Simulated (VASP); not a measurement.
Given:

```
CELL_PARAMETERS angstrom
      0.00000     2.40500     2.40500
      2.40500     0.00000     2.40500
      2.40500     2.40500     0.00000
ATOMIC_POSITIONS crystal
  Ca 0.00000 0.00000 0.00000
  O  0.50000 0.50000 0.50000
```

Calculation: r2SCAN meta-GGA, VASP's PBE PAW potentials (set 64) (plane waves; VASP). Numerical set-up: PREC = Normal, EDIFF = 1E-5, 450 eV cut-off, 11×11×11 Γ-centred mesh, Gaussian smearing of 0.050 eV, potentials Ca_sv O.

Q: Predict the energy per atom (σ→0).

A: 
energy per atom (σ→0): -9.730 eV/atom

The compound is CaO in the rock salt structure. The cell was not relaxed at this level.
